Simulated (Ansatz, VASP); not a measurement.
**Ti29Si56O74 (amorphous TiO2 against Si(100), 9.1 A): VASP beside Ansatz**

One calculation is typed for both programs; each brings its own data sets. How far apart do they land? Of the first pair: The structure shown is the start of the Ansatz relaxation below; VASP solves that cell, so the two are compared at the walk's first step.

Method: plane waves, with VASP 6.6.1 beside it; single point at PBE, in Ansatz 0.2.0.

## 1. Set-up

The cell holds 159 atoms: 56 Si, 29 Ti and 74 O. Cell: a = 10.900 Å, b = 10.900 Å, c = 19.876 Å, α = 90.0°, β = 90.0°, γ = 90.0°. It derives from Si (7 planes of diamond Si(100)). A slab of 7 planes of diamond Si(100) (starting lattice constant a = 5.45 A), 10.90 x 10.90 A in plane. 103 atoms (29 Ti, 74 O) packed at random between the slab and its periodic image at 3.55 g/cm^3 (a layer of 10.1 A) and pushed apart as soft spheres. Langevin MD at fixed cell with the MACE-MP-0b2 small potential (Batatia et al., arXiv:2401.00096), steps of 2 fs: 0.84 ps at 2800 K with the crystal held, 2800 to 800 K in 2.4 ps with the crystal held, 800 to 300 K in 1.2 ps with its inner planes held; soft walls kept the melt out of the crystal while it was held. Then all atoms and the cell's height relaxed. The structure's axis is c.

## 2. Ansatz: relaxation, PBE

Ansatz runs on its default PAW (the set named soft_2) files.

The two programs are compared at the cell with which this relaxation starts, whose forces are those of its first step.

input.yaml

```yaml
crystal:
  lattice:
    - [10.9, 0.0, 0.0]
    - [0.0, 10.9, 0.0]
    - [0.0, 0.0, 19.87561]
  atoms:
    - { symbol: Si, position: [0.9931, 0.99678, 0.24866] }
    - { symbol: Si, position: [0.09278, 0.11448, 0.02216] }
    - { symbol: Si, position: [0.99803, 0.24378, 0.11502] }
    - { symbol: Si, position: [0.12545, 0.37339, 0.17941] }
    - { symbol: Si, position: [0.23734, 0.99711, 0.11128] }
    - { symbol: Si, position: [0.36877, 0.11679, 0.18104] }
    - { symbol: Si, position: [0.24882, 0.24541, 0.24763] }
    - { symbol: Si, position: [0.33217, 0.35556, 0.0357] }
    - { symbol: Si, position: [0.12205, 0.12203, 0.31512] }
    - { symbol: Si, position: [0.99952, 0.24762, 0.38499] }
    - { symbol: Si, position: [0.12428, 0.3904, 0.47809] }
    - { symbol: Si, position: [0.25045, 0.00491, 0.38859] }
    - { symbol: Si, position: [0.35002, 0.15616, 0.46502] }
    - { symbol: Si, position: [0.37451, 0.36537, 0.31854] }
    - { symbol: Si, position: [0.99909, 0.49437, 0.24857] }
    - { symbol: Si, position: [0.18929, 0.67657, 0.05614] }
    - { symbol: Si, position: [0.0058, 0.73829, 0.11133] }
    - { symbol: Si, position: [0.12118, 0.87076, 0.18351] }
    - { symbol: Si, position: [0.25877, 0.50245, 0.11586] }
    - { symbol: Si, position: [0.38149, 0.62146, 0.18606] }
    - { symbol: Si, position: [0.25289, 0.74691, 0.25173] }
    - { symbol: Si, position: [0.3696, 0.86406, 0.04501] }
    - { symbol: Si, position: [0.12877, 0.61643, 0.31703] }
    - { symbol: Si, position: [0.00637, 0.74707, 0.38449] }
    - { symbol: Si, position: [0.11654, 0.88614, 0.45009] }
    - { symbol: Si, position: [0.23762, 0.47663, 0.38516] }
    - { symbol: Si, position: [0.44237, 0.62095, 0.477] }
    - { symbol: Si, position: [0.3749, 0.87243, 0.32216] }
    - { symbol: Si, position: [0.49781, 0.9969, 0.25151] }
    - { symbol: Si, position: [0.57831, 0.09563, 0.03777] }
[... 123 atom lines left out ...]
    - { symbol: O, position: [0.58118, 0.76662, 0.65512] }
    - { symbol: O, position: [0.77107, 0.36971, 0.52076] }
    - { symbol: O, position: [0.55061, 0.31457, 0.54029] }
    - { symbol: O, position: [0.70591, 0.46447, 0.89967] }
    - { symbol: O, position: [0.01597, 0.50226, 0.47131] }
    - { symbol: O, position: [0.08455, 0.83668, 0.90234] }
kpoints:
  mp_grid: { grid: [1, 1, 1] }
hamiltonian:
  xc: pbe
scf:
  occupations: { method: fermi_dirac, width: 0.025 }
output:
  forces: true
relax:
  f_tol: 0.08
  max_steps: 90
  cell: { fix: [a, b, alpha, beta, gamma] }
```

Run with:

```bash
$ ansatz run input.yaml --threads 8 --pin off --max-ram 15872MiB --backend cpu --events-out ev --progress --plain --runs-dir out
```

Numbers of over 12 decimals in the logs are rounded to 6 here.

Log:

```text
Engine: ansatz 0.2.0, aarch64-unknown-linux-gnu
Pseudopotentials: kind: paw
Pseudopotential: Si, paw, valence charge 4, recommended cutoff 420 eV (normal), Si.paw.azcp
Pseudopotential: Ti, paw, valence charge 12, recommended cutoff 420 eV (normal), Ti.paw.azcp
Pseudopotential: O, paw, valence charge 6, recommended cutoff 420 eV (normal), O.paw.azcp
Functional definition: PBE
  parameter kappa = 0.804
  parameter beta = 0.066725
  exchange = pbe_x(kappa = kappa, mu = beta*pi^2/3)
  correlation = pbe_c(beta = beta)
Crystal: 159 atoms, lattice volume = 2361.421 Å³
Basis set: ecut = 420 eV, 46075 PW (Γ), exchange–correlation on 150×150×270 points (8 copies of the dense FFT grid, shifted against one another)
Bands: 667, of which v1, the nominal top of the filled ones, is band 508 counted from 1 (507 counted from 0)
Symmetry: 1 space group operations
Space group: P1 (ITA 1), of the structure as read, at distance tolerance 1.3e-4 Å
k-points: 1
Non-local potential: Si, projectors of the file, l = 0: 2, l = 1: 2, l = 2: 2
Non-local potential: Ti, projectors of the file, l = 0: 3, l = 1: 2, l = 2: 3, l = 3: 1
Non-local potential: O, projectors of the file, l = 0: 2, l = 1: 2, l = 2: 1
PAW form: soft (Blöchl's): semilocal exchange-correlation on the pseudo side does not see the compensation charge
PAW one-centre angular grid: Si, 110 points (default); XC on 64 Gauss nodes
PAW one-centre angular grid: Ti, 590 points (default); XC on 64 Gauss nodes
PAW one-centre angular grid: O, 110 points (default); XC on 64 Gauss nodes
Initial density: superposition of atomic densities (neutral atoms: chi_scale 0, normalization atom), corrected by the library's trained network
Initial wavefunctions: pseudopotential atomic-orbital guess
Functional: x = pbe(κ = 0.804, μ = 0.219515), c = pbe(β = 0.066725)
SCF iter   1: F=—  HF=-150203.408165 eV  |F-HF|=—  |Δ(HF+E_count)|=         —  Δρ=8.83e-3  dr2=1.11e1  ethr=1.77e-3  ⟨swp⟩=6.0  Hψ=2917  notcnv=0  defer=4
preconditioner: auto → LDOS  [insulator: Δε(μ)=0.206 eV  Ē_g=9.683 eV  σ=0.025 eV  W_gap=0.97  n_scr=518 (ndim 8)  ℏωp=21.4 eV  f_vac=0.039  D(μ)=2.98/eV (n_scr^D=2)  ε∞_Penn≈5.9  β→1.0]
SCF iter   2: F=—  HF=-150204.380379 eV  |F-HF|=—  |Δ(HF+E_count)|=   9.72e-1  Δρ=1.68e-2  dr2=5.90e1  ethr=1.09e-3  ⟨swp⟩=3.0  Hψ=1094  notcnv=0  defer=125  recentre
SCF iter   3: F=—  HF=-150202.846520 eV  |F-HF|=—  |Δ(HF+E_count)|=    1.53e0  Δρ=6.43e-3  dr2=6.56e0  ethr=1.09e-3  ⟨swp⟩=2.0  Hψ=802  notcnv=0  defer=14
SCF iter   4: F=—  HF=-150202.532711 eV  |F-HF|=—  |Δ(HF+E_count)|=   3.14e-1  Δρ=4.23e-3  dr2=1.37e0  ethr=6.46e-4  ⟨swp⟩=4.0  Hψ=1380  notcnv=0  defer=109
SCF iter   5: F=—  HF=-150202.479725 eV  |F-HF|=—  |Δ(HF+E_count)|=   5.30e-2  Δρ=3.12e-3  dr2=1.04e0  ethr=1.35e-4  ⟨swp⟩=2.0  Hψ=589  notcnv=0  defer=113
SCF iter   6: F=—  HF=-150202.461995 eV  |F-HF|=—  |Δ(HF+E_count)|=   1.77e-2  Δρ=2.19e-3  dr2=1.54e-1  ethr=1.03e-4  ⟨swp⟩=7.0  Hψ=614  notcnv=0  defer=114
SCF iter   7: F=—  HF=-150202.449919 eV  |F-HF|=—  |Δ(HF+E_count)|=   1.21e-2  Δρ=1.35e-3  dr2=7.66e-2  ethr=1.51e-5  ⟨swp⟩=2.0  Hψ=1143  notcnv=0  defer=111
SCF iter   8: F=—  HF=-150202.445752 eV  |F-HF|=—  |Δ(HF+E_count)|=   4.17e-3  Δρ=8.31e-4  dr2=3.09e-2  ethr=7.54e-6  ⟨swp⟩=2.0  Hψ=842  notcnv=0  defer=111
SCF iter   9: F=—  HF=-150202.444192 eV  |F-HF|=—  |Δ(HF+E_count)|=   1.56e-3  Δρ=5.00e-4  dr2=1.32e-2  ethr=3.04e-6  ⟨swp⟩=2.0  Hψ=840  notcnv=0  defer=111
SCF iter  10: F=—  HF=-150202.443667 eV  |F-HF|=—  |Δ(HF+E_count)|=   5.25e-4  Δρ=2.91e-4  dr2=4.75e-3  ethr=1.30e-6  ⟨swp⟩=2.0  Hψ=617  notcnv=0  defer=111
SCF iter  11: F=—  HF=-150202.443385 eV  |F-HF|=—  |Δ(HF+E_count)|=   2.82e-4  Δρ=1.34e-4  dr2=9.33e-4  ethr=4.68e-7  ⟨swp⟩=2.0  Hψ=562  notcnv=0  defer=111
SCF iter  12: F=—  HF=-150202.443277 eV  |F-HF|=—  |Δ(HF+E_count)|=   1.08e-4  Δρ=8.12e-5  dr2=3.44e-4  ethr=9.18e-8  ⟨swp⟩=2.0  Hψ=881  notcnv=0  defer=111
SCF iter  13: F=—  HF=-150202.443268 eV  |F-HF|=—  |Δ(HF+E_count)|=   9.64e-6  Δρ=6.52e-5  dr2=2.00e-4  ethr=3.38e-8  ⟨swp⟩=2.0  Hψ=887  notcnv=0  defer=111
SCF iter  14: F=—  HF=-150202.443249 eV  |F-HF|=—  |Δ(HF+E_count)|=   1.87e-5  Δρ=3.82e-5  dr2=7.82e-5  ethr=1.97e-8  ⟨swp⟩=2.0  Hψ=887  notcnv=0  defer=111
SCF iter  15: F=—  HF=-150202.441164 eV  |F-HF|=—  |Δ(HF+E_count)|=   2.09e-3  Δρ=2.47e-5  dr2=3.05e-5  ethr=7.70e-9  ⟨swp⟩=2.0  Hψ=1172  notcnv=0  defer=111
SCF iter  16: F=—  HF=-150202.441162 eV  |F-HF|=—  |Δ(HF+E_count)|=   1.54e-6  Δρ=1.65e-5  dr2=1.36e-5  ethr=3.01e-9  ⟨swp⟩=2.0  Hψ=613  notcnv=0  defer=111
SCF iter  17: F=—  HF=-150202.441161 eV  |F-HF|=—  |Δ(HF+E_count)|=   1.02e-6  Δρ=1.09e-5  dr2=5.74e-6  ethr=1.34e-9  ⟨swp⟩=2.0  Hψ=771  notcnv=0  defer=111
SCF iter  18: F=—  HF=-150202.441161 eV  |F-HF|=—  |Δ(HF+E_count)|=   2.72e-7  Δρ=6.71e-6  dr2=1.86e-6  ethr=5.65e-10  ⟨swp⟩=2.0  Hψ=880  notcnv=0  defer=111
[...]
- { symbol: Si, position: [0.619465, 0.879404, 0.466670] }
    - { symbol: Si, position: [0.760981, 0.502572, 0.388953] }
    - { symbol: Si, position: [0.923754, 0.599481, 0.448370] }
    - { symbol: Si, position: [0.876637, 0.867596, 0.319829] }
    - { symbol: Ti, position: [0.306727, 0.556678, 0.608065] }
    - { symbol: Ti, position: [0.152464, 0.976106, 0.896824] }
    - { symbol: Ti, position: [0.451574, 0.459944, 0.741096] }
    - { symbol: Ti, position: [0.681318, 0.776833, 0.913396] }
    - { symbol: Ti, position: [0.804643, 0.955247, 0.724204] }
    - { symbol: Ti, position: [0.400273, 0.807321, 0.881321] }
    - { symbol: Ti, position: [0.594424, 0.345974, 0.629425] }
    - { symbol: Ti, position: [0.893807, 0.318363, 0.574834] }
    - { symbol: Ti, position: [0.236661, 0.706416, 0.756262] }
    - { symbol: Ti, position: [0.101728, 0.406693, 0.965748] }
    - { symbol: Ti, position: [0.187654, 0.246165, 0.735105] }
    - { symbol: Ti, position: [0.169373, 0.861794, 0.603773] }
    - { symbol: Ti, position: [0.554013, 0.745645, 0.727670] }
    - { symbol: Ti, position: [0.902727, 0.703725, 0.771162] }
    - { symbol: Ti, position: [0.179451, 0.207456, 0.568527] }
    - { symbol: Ti, position: [0.344251, 0.969536, 0.742093] }
    - { symbol: Ti, position: [0.984396, 0.662564, 0.601198] }
    - { symbol: Ti, position: [0.484619, 0.062050, 0.589501] }
    - { symbol: Ti, position: [0.819851, 0.505504, 0.671819] }
    - { symbol: Ti, position: [0.737977, 0.244823, 0.919616] }
    - { symbol: Ti, position: [0.922464, 0.177709, 0.823421] }
    - { symbol: Ti, position: [0.618178, 0.175607, 0.748809] }
    - { symbol: Ti, position: [0.951354, 0.039020, 0.585580] }
    - { symbol: Ti, position: [0.593590, 0.658319, 0.570801] }
    - { symbol: Ti, position: [0.534692, 0.513784, 0.921945] }
    - { symbol: Ti, position: [0.115442, 0.662951, 0.891765] }
    - { symbol: Ti, position: [0.339513, 0.340865, 0.869838] }
    - { symbol: Ti, position: [0.511516, 0.087664, 0.875444] }
    - { symbol: Ti, position: [0.837146, 0.506780, 0.857971] }
    - { symbol: O, position: [0.051619, 0.300937, 0.526099] }
    - { symbol: O, position: [0.348509, 0.833330, 0.965524] }
    - { symbol: O, position: [0.768571, 0.335984, 0.647643] }
    - { symbol: O, position: [0.272580, 0.684743, 0.849733] }
    - { symbol: O, position: [1.007192, 0.851989, 0.603036] }
    - { symbol: O, position: [0.554756, 0.979442, 0.518308] }
    - { symbol: O, position: [0.230256, 0.088026, 0.743436] }
    - { symbol: O, position: [0.947743, 1.031680, 0.00650208] }
    - { symbol: O, position: [0.174609, 0.055237, 0.978212] }
    - { symbol: O, position: [0.549215, 0.909221, 0.885133] }
    - { symbol: O, position: [0.570737, 0.167821, 0.646421] }
    - { symbol: O, position: [0.845400, 0.516893, 0.765768] }
    - { symbol: O, position: [0.228930, 0.255491, 0.471038] }
    - { symbol: O, position: [0.855714, 0.135272, 0.522705] }
    - { symbol: O, position: [0.167403, 0.610790, 0.975613] }
    - { symbol: O, position: [0.071561, 0.673029, 0.784466] }
    - { symbol: O, position: [0.825217, 0.116890, 0.895417] }
    - { symbol: O, position: [0.216992, 0.271179, 0.647443] }
    - { symbol: O, position: [0.222824, 0.845369, 0.700446] }
    - { symbol: O, position: [0.677820, 0.674231, 0.988447] }
    - { symbol: O, position: [0.411514, 0.653627, 0.543996] }
    - { symbol: O, position: [0.033948, 0.262864, 0.767811] }
    - { symbol: O, position: [0.454355, 0.462425, 0.842617] }
    - { symbol: O, position: [0.573439, 0.339169, 0.734537] }
[...]
- { symbol: O, position: [0.953414, 0.477342, 0.614775] }
    - { symbol: O, position: [0.301401, 0.576215, 0.713502] }
    - { symbol: O, position: [0.535910, 0.751550, 0.638910] }
    - { symbol: O, position: [0.787535, 0.371456, 0.509281] }
    - { symbol: O, position: [0.574195, 0.324563, 0.540734] }
    - { symbol: O, position: [0.685451, 0.454006, 0.907892] }
    - { symbol: O, position: [0.027383, 0.494532, 0.463509] }
    - { symbol: O, position: [0.079155, 0.821133, 0.905978] }
```

## 3. VASP: single point, PBE, start cell, pair 1

The same cell, functional, mesh and smearing now go to VASP, with its own data sets.

Lines of VASP's logs that name or quote its potential files are left out, and so is its time.

INCAR

```
SYSTEM = Ti29Si56O74
PREC = Accurate
ENCUT = 520
EDIFF = 1E-06
NELM = 120
ISMEAR = -1
SIGMA = 0.025
LREAL = Auto
ALGO = Normal
GGA = PE
NBANDS = 619
LASPH = .TRUE.
LORBIT = 11
LWAVE = .FALSE.
LCHARG = .FALSE.
ISIF = 2
GGA_COMPAT = .FALSE.
```

POSCAR

```
Ti29Si56O74
1.0
   10.9000000000      0.0000000000      0.0000000000
    0.0000000000     10.9000000000      0.0000000000
    0.0000000000      0.0000000000     19.8756100000
Si Ti O
56 29 74
Direct
    0.9931009174      0.9967798165      0.2486615505
    0.0927798165      0.1144770642      0.0221578105
    0.9980275229      0.2437798165      0.1150203692
    0.1254495413      0.3733944954      0.1794108458
    0.2373394495      0.9971100917      0.1112821191
    0.3687706422      0.1167889908      0.1810409844
    0.2488165138      0.2454128440      0.2476301356
    0.3321743119      0.3555596330      0.0357020489
    0.1220458716      0.1220275229      0.3151198881
    0.9995229358      0.2476238532      0.3849894418
    0.1242844037      0.3904036697      0.4780884712
    0.2504495413      0.0049082569      0.3885918470
    0.3500183486      0.1561559633      0.4650222056
    0.3745137615      0.3653669725      0.3185411668
    0.9990917431      0.4943669725      0.2485709873
    0.1892935780      0.6765688073      0.0561391575
    0.0057981651      0.7382935780      0.1113324321
    0.1211834862      0.8707614679      0.1835113488
    0.2587706422      0.5024495413      0.1158605950
    0.3814862385      0.6214587156      0.1860622139
    0.2528899083      0.7469082569      0.2517306387
    0.3695963303      0.8640642202      0.0450099393
    0.1287706422      0.6164311927      0.3170317792
    0.0063669725      0.7470733945      0.3844913439
    0.1165412844      0.8861376147      0.4500893306
    0.2376238532      0.4766330275      0.3851605058
    0.4423669725      0.6209541284      0.4770017121
    0.3748990826      0.8724311927      0.3221586658
    0.4978073394      0.9968990826      0.2515092619
    0.5783119266      0.0956330275      0.0377699100
[... 123 atom lines left out ...]
    0.5811834862      0.7666238532      0.6551195158
    0.7710733945      0.3697064220      0.5207588597
    0.5506055046      0.3145688073      0.5402903357
    0.7059082569      0.4644678899      0.8996705007
    0.0159724771      0.5022568807      0.4713113208
    0.0845504587      0.8366788991      0.9023421168
```

KPOINTS

```
Automatic mesh
0
Gamma
1 1 1
0 0 0
```

The projector-augmented-wave data sets are Si, Ti_sv and O (PBE family, release 64).

Run with:

```bash
$ export OMP_NUM_THREADS=3
$ mpirun -np 1 vasp_gam
```

Log:

```text
[banner, memory and clock lines left out]
running    1 mpi-ranks, on    1 nodes
[...]
Offloading initialized ...    1 GPUs detected
[...]
LDA part: xc-table for (Slater+PW92), standard interpolation
 POSCAR, INCAR and KPOINTS ok, starting setup
[...]
entering main loop
       N       E                     dE             d eps       ncg     rms          rms(c)
DAV:   1     0.152339090879E+05    0.15234E+05   -0.54284E+05  1238   0.180E+03
DAV:   2     0.188353762897E+04   -0.13350E+05   -0.12666E+05  1262   0.524E+02
DAV:   3    -0.115009251088E+04   -0.30336E+04   -0.29099E+04  1574   0.227E+02
DAV:   4    -0.144613887743E+04   -0.29605E+03   -0.29390E+03  1676   0.771E+01
[...]
DAV:  30    -0.119843450598E+04   -0.15795E-06   -0.38155E-05  1764   0.120E-02    0.126E-02
DAV:  31    -0.119843450697E+04   -0.99158E-06   -0.14389E-05  1476   0.760E-03    0.711E-03
DAV:  32    -0.119843450770E+04   -0.72959E-06   -0.31188E-06   892   0.436E-03
   1 F= -.11984345E+04 E0= -.11983701E+04  d E =-.128750E+00
```

Parts of OUTCAR (step 3):

```text
  FREE ENERGIE OF THE ION-ELECTRON SYSTEM (eV)
  ---------------------------------------------------
  free  energy   TOTEN  =     -1198.4345077039 eV

  energy  without entropy=    -1198.3057579803  energy(sigma->0) =    -1198.37013284
```

This run has no spin polarisation, so a moment on Ti, if there is one, isn't seen.

## 4. Differences

Known differences besides the potentials themselves: the cutoff is 420 eV in Ansatz and 520 eV in VASP (PREC = Accurate, projectors in real space). Total energies have different zeros and are not compared.

Forces on 10 of the 159 atoms, those with the largest forces and the largest differences (eV/Å; atoms numbered as in POSCAR):

| atom | Ansatz x, y, z | VASP x, y, z |
| --- | --- | --- |
| Si13 | 0.303, -0.116, -1.603 | 0.343, -0.137, -1.673 |
| Si27 | -0.485, -0.795, -1.868 | -0.454, -0.745, -1.894 |
| Si30 | -0.291, -0.363, 1.592 | -0.258, -0.327, 1.627 |
| Si44 | 0.279, 0.191, 1.387 | 0.309, 0.203, 1.477 |
| Si53 | -0.147, 0.875, -1.194 | -0.145, 0.897, -1.268 |
| Ti57 | -0.930, -0.001, 1.227 | -0.913, 0.047, 1.310 |
| Ti76 | 0.278, 0.261, -0.221 | 0.185, 0.383, -0.212 |
| Ti79 | 0.487, -0.266, 0.252 | 0.547, -0.379, 0.202 |
| Ti80 | -0.065, -1.019, 1.089 | -0.114, -1.066, 1.080 |
| O102 | 0.316, 0.362, -0.204 | 0.366, 0.221, -0.227 |

The forces differ by 33 meV/Å r.m.s., which is 8.6 % of the r.m.s. force of 0.388 eV/Å (both taken over all components).

(Continued in part 2 of 2.)

[Lines on the potential files, build, host, timing and source positions are cut from VASP's logs without a mark.]

[Logs are printed without paths, hosts, clocks, repeated set-up lines and the standing remarks that a program may print on its own settings, such as how far it seeks lower states.]

[Hosts, paths, dates, database ids (printed as entryN), source tags and the programs' standing remarks are cut or masked in the printed files.]
